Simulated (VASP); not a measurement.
# CoSi: cell size against the level of theory, part 3 of 4

Which functional gives the lattice of CoSi as experiment finds it, and is a dearer one worth its cost? The start is a cell from a database of measured crystal structures.

VASP 6.6.1, plane waves and PAW; the level of theory is named at each step.

So far. Step 3 (Relaxation with PBEsol): It ends at 10.55 Å³/atom, -3.4 % from the start, with 0.11 GPa left. The conventional cell has a = 4.386 Å. Step 4 (Relaxation with PBE): It ends at 10.87 Å³/atom, -0.5 % from the start, with 0.06 GPa left. The conventional cell has a = 4.430 Å.

The database entry behind the starting cell differs from later determinations by our own check (0.1 to 0.3 % short, probably kX units), so it need not match the best structure at ambient conditions.

### 5. Relaxation with r2SCAN

This step: r2SCAN, spin-polarised from a ferromagnetic start; plane waves and PAW (Co, Si) (VASP 6.6.1).

r2SCAN adds the kinetic-energy density, costs more than a GGA and is run with LASPH.

File INCAR:

```
SYSTEM = CoSi
PREC = Accurate
ENCUT = 520
EDIFF = 1E-06
NELM = 100
ISMEAR = -1
SIGMA = 0.05
LREAL = .FALSE.
ALGO = Normal
METAGGA = R2SCAN
LASPH = .TRUE.
NBANDS = 43
ISPIN = 2
MAGMOM = 2 2 2 2 0 0 0 0
LMAXMIX = 4
LORBIT = 11
LWAVE = .FALSE.
LCHARG = .FALSE.
KPAR = 8
IBRION = 2
NSW = 60
ISIF = 3
EDIFFG = -0.01
```

File POSCAR:

```
CoSi
1.0
    4.4380000000      0.0000000000      0.0000000000
    0.0000000000      4.4380000000      0.0000000000
    0.0000000000      0.0000000000      4.4380000000
Co Si
4 4
Direct
    0.1400000000      0.1400000000      0.1400000000
    0.3600000000      0.8600000000      0.6400000000
    0.6400000000      0.3600000000      0.8600000000
    0.8600000000      0.6400000000      0.3600000000
    0.8430000000      0.8430000000      0.8430000000
    0.6570000000      0.1570000000      0.3430000000
    0.3430000000      0.6570000000      0.1570000000
    0.1570000000      0.3430000000      0.6570000000
```

File KPOINTS:

```
Automatic mesh
0
Gamma
6 6 6
0 0 0
```

Potentials, in the order of the species: Co and Si (PBE family, release 64).

Command:

```console
mpirun -np 8 vasp_std
```

The log of the run:

```text
[banner, memory and clock lines left out]
running    8 mpi-ranks, on    1 nodes
[...]
[... a notice as in an earlier step ...]

 [... a notice as in an earlier step ...]

 LDA part: xc-table for (None), standard interpolation
 POSCAR, INCAR and KPOINTS ok, starting setup
[...]
entering main loop
       N       E                     dE             d eps       ncg     rms          rms(c)
DAV:   1     0.322687883598E+03    0.32269E+03   -0.21906E+04  4128   0.143E+03
DAV:   2    -0.706170264082E+02   -0.39330E+03   -0.36503E+03  4128   0.328E+02
DAV:   3    -0.102433904361E+03   -0.31817E+02   -0.29568E+02  4616   0.110E+02
DAV:   4    -0.103396166110E+03   -0.96226E+00   -0.95389E+00  5002   0.179E+01
[...]
DAV:  15    -0.918683672469E+02   -0.73470E-05   -0.80080E-06  4468   0.211E-02    0.720E-03
DAV:  16    -0.918683687649E+02   -0.15179E-05   -0.11140E-06  2404   0.943E-03    0.335E-03
DAV:  17    -0.918683690490E+02   -0.28410E-06   -0.30508E-07  2325   0.437E-03
   1 F= -.91868369E+02 E0= -.91861782E+02  d E =-.918684E+02  mag=     0.0001
[... from here on, the cycles between the ionic steps are left out ...]
   2 F= -.91832344E+02 E0= -.91826810E+02  d E =0.360253E-01  mag=     0.0000
   3 F= -.91943058E+02 E0= -.91936968E+02  d E =-.746888E-01  mag=     0.0000
   4 F= -.91943054E+02 E0= -.91936974E+02  d E =-.746849E-01  mag=     0.0000
   5 F= -.91959355E+02 E0= -.91953386E+02  d E =-.163007E-01  mag=    -0.0000
   6 F= -.91968770E+02 E0= -.91962989E+02  d E =-.257165E-01  mag=     0.0000
   7 F= -.91968824E+02 E0= -.91963030E+02  d E =-.257703E-01  mag=    -0.0000
   8 F= -.91968649E+02 E0= -.91962803E+02  d E =0.175338E-03  mag=     0.0000
   9 F= -.91969163E+02 E0= -.91963345E+02  d E =-.338472E-03  mag=    -0.0000
  10 F= -.91969161E+02 E0= -.91963345E+02  d E =-.336403E-03  mag=     0.0000
  11 F= -.91969067E+02 E0= -.91963262E+02  d E =-.243260E-03  mag=    -0.0000
  12 F= -.91969155E+02 E0= -.91963341E+02  d E =-.330962E-03  mag=     0.0000
  13 F= -.91969159E+02 E0= -.91963343E+02  d E =-.334503E-03  mag=    -0.0000
  14 F= -.91969209E+02 E0= -.91963401E+02  d E =-.504836E-04  mag=    -0.0000
 trial-energy change:   -0.000050  1 .order   -0.000051   -0.000069   -0.000032
 step:   1.9171(harm=  1.9171)  dis= 0.00091  next Energy=   -91.969223 (dE=-0.647E-04)
 reached required accuracy - stopping structural energy minimisation
```

Elapsed: 8.3 min, on 8 MPI ranks of Intel Xeon Platinum 8488C (Sapphire Rapids), shared host; peak memory 3.1 GiB.

From OUTCAR (step 5):

```text
  Total       -0.0265899     -0.0265899     -0.0265899      0.0000000     -0.0000000      0.0000000
  in kB       -0.5056989     -0.5056989     -0.5056989      0.0000000     -0.0000000      0.0000000
  external PRESSURE =      -0.5056989 kB  Pullay stress =       0.0000000 kB

 POSITION                                       TOTAL-FORCE (eV/Angst)
 -----------------------------------------------------------------------------------
      0.63875      0.63875      0.63875         0.000347      0.000347      0.000347
      1.55312      3.74499      2.83062        -0.000347     -0.000347      0.000347
      2.83062      1.55312      3.74499         0.000347     -0.000347     -0.000347
      3.74499      2.83062      1.55312        -0.000347      0.000347     -0.000347
      3.69796      3.69796      3.69796         0.005045      0.005045      0.005045
      2.87765      0.68578      1.50609        -0.005045     -0.005045      0.005045
      1.50609      2.87765      0.68578         0.005045     -0.005045     -0.005045
      0.68578      1.50609      2.87765        -0.005045      0.005045     -0.005045
 -----------------------------------------------------------------------------------
    total drift:                                0.000000      0.000000      0.000000

  FREE ENERGIE OF THE ION-ELECTRON SYSTEM (eV)
  ---------------------------------------------------
  free  energy   TOTEN  =       -91.9692091667 eV

  energy  without entropy=      -91.9575925455  energy(sigma->0) =      -91.96340086

 magnetization (x)
# of ion       s       p       d       tot
------------------------------------------
    1        0.000   0.000   0.000   0.000
    2        0.000   0.000   0.000   0.000
    3        0.000   0.000   0.000   0.000
    4        0.000   0.000   0.000   0.000
    5        0.000  -0.000   0.000  -0.000
    6        0.000  -0.000   0.000  -0.000
    7        0.000  -0.000   0.000  -0.000
    8        0.000  -0.000   0.000  -0.000
--------------------------------------------------
tot          0.000  -0.000   0.000  -0.000

[... 2 parts as in an earlier step ...]

[... 2 further parts left out ...]
[key lines of the parts left out:]
E-fermi :  12.5668
```

Relaxation path:

```tsv
step	energy less that of the first step (eV)	largest force (eV/Å)	pressure (GPa)	volume (Å³)
1	0.0000	0.2386	-7.54	87.41
2	0.0360	0.4352	11.47	81.07
3	-0.0747	0.3319	0.24	84.46
4	-0.0747	0.3334	0.49	84.40
5	-0.0910	0.2059	0.43	84.28
6	-0.1004	0.0358	0.48	84.08
7	-0.1005	0.0366	0.43	84.09
8	-0.1003	0.0055	-0.74	84.49
9	-0.1008	0.0195	-0.11	84.27
10	-0.1008	0.0209	-0.12	84.26
11	-0.1007	0.0287	0.22	84.17
12	-0.1008	0.0220	0.01	84.24
13	-0.1008	0.0213	0.04	84.25
14	-0.1008	0.0087	-0.05	84.24
```

```tsv
conventional cell, symmetrised	before	after	change
a (Å)	4.438	4.384	-1.2 %
b (Å)	4.438	4.384	-1.2 %
c (Å)	4.438	4.384	-1.2 %
volume (Å³/atom)	10.93	10.53	-3.6 %
```

The atoms that moved most (Å, as changes of fractional coordinates times the final cell):

```tsv
atom	dx	dy	dz	length
Co1	0.025	0.025	0.025	0.043
Co2	-0.025	-0.025	0.025	0.043
Co3	0.025	-0.025	-0.025	0.043
Co4	-0.025	0.025	-0.025	0.043
```

Final coordinates:

```xyz
8
Lattice="4.3837 0.0000 0.0000 0.0000 4.3837 0.0000 0.0000 0.0000 4.3837" Properties=species:S:1:pos:R:3 pbc="T T T"
Co    0.6387    0.6387    0.6387
Co    1.5531    3.7450    2.8306
Co    2.8306    1.5531    3.7450
Co    3.7450    2.8306    1.5531
Si    3.6980    3.6980    3.6980
Si    2.8777    0.6858    1.5061
Si    1.5061    2.8777    0.6858
Si    0.6858    1.5061    2.8777
```

It ends at 10.53 Å³/atom, -3.6 % from the start, with -0.05 GPa left. The conventional cell has a = 4.384 Å.

### 6. Relaxation with PBE + D3(BJ)

This step: PBE with D3(BJ), spin-polarised from a ferromagnetic start; plane waves and PAW (Co, Si) (VASP 6.6.1).

A dispersion term adds the long-range attraction that semilocal functionals lack. D3 with Becke-Johnson damping keeps a finite attraction at short range.

Edit INCAR of step 5 so:

```diff
@@ -9,4 +9,4 @@
 ALGO = Normal
-METAGGA = R2SCAN
-LASPH = .TRUE.
+GGA = PE
+IVDW = 12
 NBANDS = 43
@@ -14,2 +14,3 @@
 MAGMOM = 2 2 2 2 0 0 0 0
+LASPH = .TRUE.
 LMAXMIX = 4
```

POSCAR is that of step 5.

KPOINTS is that of step 5.

Command:

```console
mpirun -np 8 vasp_std
```

The log of the run:

```text
[... set-up lines as in an earlier step ...]
 entering main loop
       N       E                     dE             d eps       ncg     rms          rms(c)
[... 15 cycles as in an earlier step ...]
   1 F= -.58649101E+02 E0= -.58641813E+02  d E =-.586491E+02  mag=    -0.0007
[... from here on, the cycles between the ionic steps are left out ...]
   2 F= -.58626882E+02 E0= -.58620757E+02  d E =0.222194E-01  mag=     0.0000
   3 F= -.58732519E+02 E0= -.58725805E+02  d E =-.834177E-01  mag=     0.0000
   4 F= -.58751040E+02 E0= -.58744453E+02  d E =-.185215E-01  mag=     0.0000
   5 F= -.58761977E+02 E0= -.58755600E+02  d E =-.294579E-01  mag=     0.0000
   6 F= -.58762033E+02 E0= -.58755641E+02  d E =-.295138E-01  mag=     0.0000
   7 F= -.58761899E+02 E0= -.58755470E+02  d E =0.133385E-03  mag=     0.0000
   8 F= -.58762177E+02 E0= -.58755771E+02  d E =-.144783E-03  mag=    -0.0000
   9 F= -.58762177E+02 E0= -.58755769E+02  d E =-.144072E-03  mag=    -0.0000
  10 F= -.58762219E+02 E0= -.58755821E+02  d E =-.423348E-04  mag=    -0.0000
 trial-energy change:   -0.000042  1 .order   -0.000047   -0.000070   -0.000025
 step:   1.6073(harm=  1.6073)  dis= 0.00085  next Energy=   -58.762230 (dE=-0.537E-04)
 reached required accuracy - stopping structural energy minimisation
```

It took 2.5 min on 8 MPI ranks; peak memory 3.1 GiB; 17 min of CPU time.

From OUTCAR (step 6):

```text
 Edisp (eV)   -4.07628

 Edisp (eV)   -4.07739

  Total      -0.06467    -0.06467    -0.06467     0.00000    -0.00000     0.00000
  in kB      -1.23261    -1.23261    -1.23261     0.00000    -0.00000     0.00000
  external pressure =       -1.23 kB  Pullay stress =        0.00 kB

 POSITION                                       TOTAL-FORCE (eV/Angst)
 -----------------------------------------------------------------------------------
      0.64009      0.64009      0.64009         0.000505      0.000505      0.000505
      1.55020      3.74049      2.83039        -0.000505     -0.000505      0.000505
      2.83039      1.55020      3.74049         0.000505     -0.000505     -0.000505
      3.74049      2.83039      1.55020        -0.000505      0.000505     -0.000505
      3.69564      3.69564      3.69564         0.001197      0.001197      0.001197
      2.87524      0.68495      1.50535        -0.001197     -0.001197      0.001197
      1.50535      2.87524      0.68495         0.001197     -0.001197     -0.001197
      0.68495      1.50535      2.87524        -0.001197      0.001197     -0.001197
 -----------------------------------------------------------------------------------
    total drift:                                0.000000      0.000000      0.000000

  FREE ENERGIE OF THE ION-ELECTRON SYSTEM (eV)
  ---------------------------------------------------
  free  energy   TOTEN  =       -58.7622189488 eV

  energy  without entropy=      -58.7494228332  energy(sigma->0) =      -58.75582089

 magnetization (x)
# of ion       s       p       d       tot
------------------------------------------
    1        0.000   0.000   0.000   0.000
    2        0.000   0.000   0.000   0.000
    3        0.000   0.000   0.000   0.000
    4        0.000   0.000   0.000   0.000
    5       -0.000  -0.000   0.000  -0.000
    6       -0.000  -0.000   0.000  -0.000
    7       -0.000  -0.000   0.000  -0.000
    8       -0.000  -0.000   0.000  -0.000
--------------------------------------------------
tot          0.000  -0.000   0.000   0.000

[... 2 parts as in an earlier step ...]

[... 2 further parts left out ...]
[key lines of the parts left out:]
E-fermi :  12.6728
```

Dispersion corrections of this kind ignore metallic screening and tend to overbind metals.

It ends at 10.51 Å³/atom, -3.8 % from the start, with -0.12 GPa left. The conventional cell has a = 4.381 Å. Against plain PBE, the dispersion term moves a by -1.1 %.

### 7. Relaxation with r2SCAN + rVV10

This step: r2SCAN with rVV10, spin-polarised from a ferromagnetic start; plane waves and PAW (Co, Si) (VASP 6.6.1).

LUSE_VDW switches on a nonlocal correlation term for dispersion.

Edit INCAR of step 6 so:

```diff
@@ -9,4 +9,8 @@
 ALGO = Normal
-GGA = PE
-IVDW = 12
+METAGGA = R2SCAN
+LUSE_VDW = .TRUE.
+IVDW_NL = 2
+BPARAM = 11.95
+CPARAM = 0.0093
+LASPH = .TRUE.
 NBANDS = 43
@@ -14,3 +18,2 @@
 MAGMOM = 2 2 2 2 0 0 0 0
-LASPH = .TRUE.
 LMAXMIX = 4
```

POSCAR is that of step 6.

KPOINTS is that of step 6.

Command:

```console
mpirun -np 8 vasp_std
```

The log of the run:

```text
[banner, memory and clock lines left out]
running    8 mpi-ranks, on    1 nodes
[...]
[... a notice as in an earlier step ...]

|                                                                             |
|               ----> ADVICE to this user running VASP <----                  |
|                                                                             |
|     You have switched on vdW-DFT.                                           |
|     This routine was written and supplied by Jiri Klimes. We recommend      |
|     that you carefully read and cite the following publications:            |
|       J. Klimes, D.R. Bowler, A. Michelides                                 |
|          J. Phys.: Cond Matt. 22 022201 (2010)                              |
|       J. Klimes, D.R. Bowler, A. Michelides                                 |
|          Phys. Rev. B. 83, 195131 (2011)                                    |
|     and references therein.                                                 |
[...]
Total rVV10 correction in eV:      0.9183654    63.7091012
Total rVV10 correction in eV:      0.9183654    63.7091012
Total rVV10 correction in eV:      0.9183654    63.7091012
Total rVV10 correction in eV:      0.9183654    63.7091012
   1 F= -.90949578E+02 E0= -.90942996E+02  d E =-.909496E+02  mag=     0.0001
[... from here on, the cycles between the ionic steps are left out ...]
   2 F= -.90892568E+02 E0= -.90887178E+02  d E =0.570104E-01  mag=     0.0000
   3 F= -.91045745E+02 E0= -.91039719E+02  d E =-.961668E-01  mag=     0.0000
   4 F= -.91045747E+02 E0= -.91039732E+02  d E =-.961686E-01  mag=    -0.0000
   5 F= -.91064254E+02 E0= -.91058360E+02  d E =-.185074E-01  mag=    -0.0000
   6 F= -.91074442E+02 E0= -.91068744E+02  d E =-.286954E-01  mag=     0.0000
   7 F= -.91074509E+02 E0= -.91068796E+02  d E =-.287623E-01  mag=     0.0000
   8 F= -.91074263E+02 E0= -.91068495E+02  d E =0.245937E-03  mag=     0.0000
   9 F= -.91074845E+02 E0= -.91069108E+02  d E =-.336413E-03  mag=    -0.0000
  10 F= -.91074891E+02 E0= -.91069163E+02  d E =-.455870E-04  mag=    -0.0000
 trial-energy change:   -0.000046  1 .order   -0.000052   -0.000076   -0.000028
 step:   1.6229(harm=  1.6229)  dis= 0.00089  next Energy=   -91.074906 (dE=-0.604E-04)
 reached required accuracy - stopping structural energy minimisation
```

Wall time 12 min (8 MPI ranks); peak memory 4.5 GiB.

OUTCAR, selected parts (step 7):

```text
  Total       -0.0698805     -0.0698805     -0.0698805      0.0000000      0.0000000      0.0000000
  in kB       -1.3351276     -1.3351276     -1.3351276      0.0000000      0.0000000      0.0000000
  external PRESSURE =      -1.3351276 kB  Pullay stress =       0.0000000 kB

 POSITION                                       TOTAL-FORCE (eV/Angst)
 -----------------------------------------------------------------------------------
      0.63859      0.63859      0.63859         0.000648      0.000648      0.000648
      1.54994      3.73846      2.82711        -0.000648     -0.000648      0.000648
      2.82711      1.54994      3.73846         0.000648     -0.000648     -0.000648
      3.73846      2.82711      1.54994        -0.000648      0.000648     -0.000648
      3.69276      3.69276      3.69276         0.001862      0.001862      0.001862
      2.87281      0.68429      1.50424        -0.001862     -0.001862      0.001862
      1.50424      2.87281      0.68429         0.001862     -0.001862     -0.001862
      0.68429      1.50424      2.87281        -0.001862      0.001862     -0.001862
 -----------------------------------------------------------------------------------
    total drift:                                0.000000      0.000000      0.000000

  FREE ENERGIE OF THE ION-ELECTRON SYSTEM (eV)
  ---------------------------------------------------
  free  energy   TOTEN  =       -91.0748909338 eV

  energy  without entropy=      -91.0634359871  energy(sigma->0) =      -91.06916346

 magnetization (x)
# of ion       s       p       d       tot
------------------------------------------
    1        0.000  -0.000   0.000   0.000
    2        0.000  -0.000   0.000   0.000
    3        0.000  -0.000   0.000   0.000
    4        0.000  -0.000   0.000   0.000
    5       -0.000  -0.000   0.000  -0.000
    6       -0.000  -0.000   0.000  -0.000
    7       -0.000  -0.000   0.000  -0.000
    8       -0.000  -0.000   0.000  -0.000
--------------------------------------------------
tot          0.000  -0.000   0.000   0.000

[... 2 parts as in an earlier step ...]

[... 2 further parts left out ...]
[key lines of the parts left out:]
E-fermi :  12.6308
```

It ends at 10.48 Å³/atom, -4.1 % from the start, with -0.13 GPa left. The conventional cell has a = 4.377 Å. Against plain r2SCAN, the dispersion term moves a by -0.2 %.

### 8. Relaxation with r2SCAN + D4

This step: r2SCAN with D4, spin-polarised from a ferromagnetic start; plane waves and PAW (Co, Si) (VASP 6.6.1).

D4 lets the coefficients depend on atomic charges too.

Edit INCAR of step 7 so:

```diff
@@ -10,6 +10,7 @@
 METAGGA = R2SCAN
-LUSE_VDW = .TRUE.
-IVDW_NL = 2
-BPARAM = 11.95
-CPARAM = 0.0093
+IVDW = 13
+VDW_S6 = 1
+VDW_S8 = 0.6018749
+VDW_A1 = 0.51559235
+VDW_A2 = 5.77342911
 LASPH = .TRUE.
```

POSCAR is that of step 7.

KPOINTS is that of step 7.

Command:

```console
mpirun -np 8 vasp_std
```

The log of the run:

```text
[... set-up lines as in an earlier step ...]
 entering main loop
       N       E                     dE             d eps       ncg     rms          rms(c)
[... 17 cycles as in an earlier step ...]
   1 F= -.93265565E+02 E0= -.93258978E+02  d E =-.932656E+02  mag=     0.0001
[... from here on, the cycles between the ionic steps are left out ...]
   2 F= -.93185309E+02 E0= -.93180040E+02  d E =0.802559E-01  mag=     0.0000
   3 F= -.93384807E+02 E0= -.93378831E+02  d E =-.119242E+00  mag=     0.0000
   4 F= -.93384822E+02 E0= -.93378858E+02  d E =-.119257E+00  mag=    -0.0000
   5 F= -.93404671E+02 E0= -.93398834E+02  d E =-.198487E-01  mag=     0.0000
   6 F= -.93415572E+02 E0= -.93409939E+02  d E =-.307496E-01  mag=    -0.0000
   7 F= -.93415648E+02 E0= -.93409999E+02  d E =-.308256E-01  mag=    -0.0000
   8 F= -.93415376E+02 E0= -.93409672E+02  d E =0.271809E-03  mag=     0.0000
   9 F= -.93415983E+02 E0= -.93410310E+02  d E =-.334932E-03  mag=    -0.0000
  10 F= -.93416017E+02 E0= -.93410353E+02  d E =-.345369E-04  mag=    -0.0000
 trial-energy change:   -0.000035  1 .order   -0.000038   -0.000057   -0.000020
 step:   1.5595(harm=  1.5595)  dis= 0.00074  next Energy=   -93.416026 (dE=-0.436E-04)
 reached required accuracy - stopping structural energy minimisation
```

Elapsed: 6.5 min, on 8 MPI ranks; peak memory 3.1 GiB.

From OUTCAR (step 8):

```text
  Edisp (eV):   -1.45228

  Total      -0.05565    -0.05565    -0.05565     0.00000     0.00000     0.00000
  in kB      -1.06814    -1.06814    -1.06814     0.00000     0.00000     0.00000
  external pressure =       -1.07 kB  Pullay stress =        0.00 kB

 POSITION                                       TOTAL-FORCE (eV/Angst)
 -----------------------------------------------------------------------------------
      0.63811      0.63811      0.63811         0.000523      0.000523      0.000523
      1.54707      3.73225      2.82330        -0.000523     -0.000523      0.000523
      2.82330      1.54707      3.73225         0.000523     -0.000523     -0.000523
      3.73225      2.82330      1.54707        -0.000523      0.000523     -0.000523
      3.68741      3.68741      3.68741         0.001716      0.001716      0.001716
      2.86813      0.68295      1.50223        -0.001716     -0.001716      0.001716
      1.50223      2.86813      0.68295         0.001716     -0.001716     -0.001716
      0.68295      1.50223      2.86813        -0.001716      0.001716     -0.001716
 -----------------------------------------------------------------------------------
    total drift:                                0.000000      0.000000      0.000000

  FREE ENERGIE OF THE ION-ELECTRON SYSTEM (eV)
  ---------------------------------------------------
  free  energy   TOTEN  =       -93.4160171567 eV

  energy  without entropy=      -93.4046880186  energy(sigma->0) =      -93.41035259

 magnetization (x)
# of ion       s       p       d       tot
------------------------------------------
    1        0.000  -0.000  -0.000   0.000
    2        0.000  -0.000  -0.000   0.000
    3        0.000  -0.000  -0.000   0.000
    4        0.000  -0.000  -0.000   0.000
    5       -0.000   0.000   0.000   0.000
    6       -0.000   0.000   0.000   0.000
    7       -0.000   0.000   0.000   0.000
    8       -0.000   0.000   0.000   0.000
--------------------------------------------------
tot          0.000   0.000  -0.000   0.000

[... 2 parts as in an earlier step ...]

[... 2 further parts left out ...]
[key lines of the parts left out:]
E-fermi :  12.7112
```

It ends at 10.43 Å³/atom, -4.5 % from the start, with -0.11 GPa left. The conventional cell has a = 4.370 Å. Against plain r2SCAN, the dispersion term moves a by -0.3 %.

[end of part 3 of 4]

[Lines on the potential files, build, host, timing and source positions are cut from VASP's logs without a mark.]

[Logs are printed without paths, hosts, clocks, repeated set-up lines and the standing remarks that a program may print on its own settings, such as how far it seeks lower states.]

[Hosts, paths, dates, database ids (printed as entryN), source tags and the programs' standing remarks are cut or masked in the printed files.]

[A measured line is paired with the nearest computed mode of its activity, which favours agreement.]
